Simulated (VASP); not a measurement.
Calculation: PBE GGA, VASP's PBE PAW potentials (set 64) (plane waves; VASP).

VASP input:

KPOINTS:
```
Automatic mesh
0
Gamma
1 1 1
0 0 0
```

File POSCAR:
```
Co
1
    1.2550000000    -2.1737240000     0.0000000000
    1.2550000000     2.1737240000     0.0000000000
    0.0000000000     0.0000000000     4.0700000000
Co
2
Direct
  0.3333330000   0.6666670000   0.2500000000
  0.6666670000   0.3333330000   0.7500000000
```

**INCAR**
```
# general
SYSTEM  = Co
PREC    = Accurate
ENCUT   = 300
LREAL   = .False.   # projection in real space or not
LASPH   = .True.

# electronic loop
EDIFF   = 1E-6
NELM    = 100   # most electronic steps
ALGO    = Normal   # blocked Davidson
LMAXMIX = 4

# smearing
ISMEAR  = -1   # Fermi-Dirac
SIGMA   = 0.136

# functional
GGA     = PE   # PBE

# spin
ISPIN   = 2   # spin-polarised
MAGMOM  = 2.0 2.0

# ions
ISIF    = 2   # forces and stress, cell fixed

# output
LWAVE   = .False.
LCHARG  = .False.
LORBIT  = 11
```

POTCAR, in this order: Co (PBE.64 set). Program: vasp_std.

The run wrote:

File OSZICAR:
```
       N       E                     dE             d eps       ncg     rms          rms(c)
DAV:   1     0.494434476270E+02    0.49443E+02   -0.65820E+03    60   0.111E+03
DAV:   2    -0.214094434359E+02   -0.70853E+02   -0.66261E+02    60   0.199E+02
DAV:   3    -0.225364745854E+02   -0.11270E+01   -0.10897E+01    81   0.345E+01
DAV:   4    -0.225542778931E+02   -0.17803E-01   -0.17802E-01    96   0.336E+00
DAV:   5    -0.225546104487E+02   -0.33256E-03   -0.33255E-03    81   0.400E-01    0.171E+01
DAV:   6    -0.220092188252E+02    0.54539E+00   -0.26280E+01    60   0.655E+01    0.150E+01
DAV:   7    -0.202383271535E+02    0.17709E+01   -0.47836E+00    74   0.296E+01    0.882E+00
DAV:   8    -0.206695502668E+02   -0.43122E+00   -0.16285E-01    82   0.435E+00    0.329E+00
DAV:   9    -0.207910955122E+02   -0.12155E+00   -0.95744E-02    74   0.236E+00    0.192E+00
DAV:  10    -0.207950869176E+02   -0.39914E-02   -0.25130E-02    81   0.178E+00    0.803E-01
DAV:  11    -0.207922047853E+02    0.28821E-02   -0.22916E-03    88   0.479E-01    0.491E-01
DAV:  12    -0.207929371185E+02   -0.73233E-03   -0.20041E-03    60   0.353E-01    0.141E-01
DAV:  13    -0.207933743374E+02   -0.43722E-03   -0.22361E-04    74   0.118E-01    0.847E-02
DAV:  14    -0.207934283111E+02   -0.53974E-04   -0.57419E-04    74   0.169E-01    0.488E-02
DAV:  15    -0.207935541177E+02   -0.12581E-03   -0.93008E-05    74   0.657E-02    0.112E-02
DAV:  16    -0.207935574108E+02   -0.32931E-05   -0.29492E-06    88   0.122E-02    0.489E-03
DAV:  17    -0.207935570639E+02    0.34693E-06   -0.19527E-07    51   0.513E-03
   1 F= -.20793557E+02 E0= -.20662625E+02  d E =-.261865E+00  mag=     6.0000
```

**OUTCAR**
```
------------------------ aborting loop because EDIFF is reached ----------------------------------------
  FORCE on cell =-STRESS in cart. coord.  units (eV):
  Direction    XX          YY          ZZ          XY          YZ          ZX
  --------------------------------------------------------------------------------------
  Total       -8.0662034     -8.0662052     17.5446855     -0.0000000      0.0000000      0.0000000
  in kB     -581.9788751   -581.9790017   1265.8540573     -0.0000000      0.0000000      0.0000000
  external PRESSURE =      33.9653935 kB  Pullay stress =       0.0000000 kB
  volume of cell :       22.21
      direct lattice vectors                 reciprocal lattice vectors
     1.255000000 -2.173724000  0.000000000     0.398406375 -0.230020003  0.000000000
     1.255000000  2.173724000  0.000000000     0.398406375  0.230020003  0.000000000
     0.000000000  0.000000000  4.070000000     0.000000000  0.000000000  0.245700246
 POSITION                                       TOTAL-FORCE (eV/Angst)
 -----------------------------------------------------------------------------------
      1.25500      0.72458      1.01750        -0.000000      0.000000     -0.000000
      1.25500     -0.72458      3.05250         0.000000     -0.000000      0.000000
 -----------------------------------------------------------------------------------
    total drift:                               -0.000032      0.000007      0.000000
  FREE ENERGIE OF THE ION-ELECTRON SYSTEM (eV)
  ---------------------------------------------------
  free  energy   TOTEN  =       -20.7935570639 eV

  energy  without entropy=      -20.5316921533  energy(sigma->0) =      -20.66262461

 total charge

# of ion       s       p       d       tot
------------------------------------------
    1        0.861   0.342   7.036   8.239
    2        0.861   0.342   7.036   8.239
--------------------------------------------------
tot          1.722   0.684  14.072  16.477

 magnetization (x)

# of ion       s       p       d       tot
------------------------------------------
    1       -0.013   0.336   2.460   2.783
    2       -0.013   0.336   2.460   2.783
--------------------------------------------------
tot         -0.026   0.673   4.920   5.567
```
(Selected blocks of OUTCAR.)

At this cut-off the stress carries a Pulay error, which pulls relaxed volumes low.

The structure is a typed Co crystal (P6_3/mmc). The cell was not relaxed at this level. The k-mesh is coarse (spacing up to 2.89 per Å, 2π included), so the numbers may not be converged in it. The run is one of a series of settings (KPOINTS 1×1×1 Γ-centred mesh against the base run), some of them coarse on purpose.
